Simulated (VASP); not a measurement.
Data:

```yaml
crystal:
  lattice:
    - [0.00000, 2.29000, 2.29000]
    - [2.29000, 0.00000, 2.29000]
    - [2.29000, 2.29000, 0.00000]
  atoms:
    - { symbol: Zr, position: [0.00000, 0.00000, 0.00000] }
    - { symbol: N, position: [0.50000, 0.50000, 0.50000] }
```

Calculation: rev-vdW-DF2, VASP's PBE PAW potentials (set 64) (plane waves; VASP 6.6.1). Settings: 520 eV cut-off, 12×12×12 Γ-centred mesh, first-order Methfessel-Paxton smearing of 0.10 eV, potentials Zr_sv N.

Estimate the energy per atom (σ→0), band gap (on the k-mesh) with the smallest direct gap where there is one.

The band gap (on the k-mesh) is none (metal, semimetal or under 0.01 eV) and the energy per atom (σ→0) is -8619 meV/atom.

Only differences to runs with the same potentials and settings are physical.

The compound is ZrN in the rock salt structure. The cell was not relaxed at this level. The electron count is odd and the run is not spin-polarised, which forces a metal.
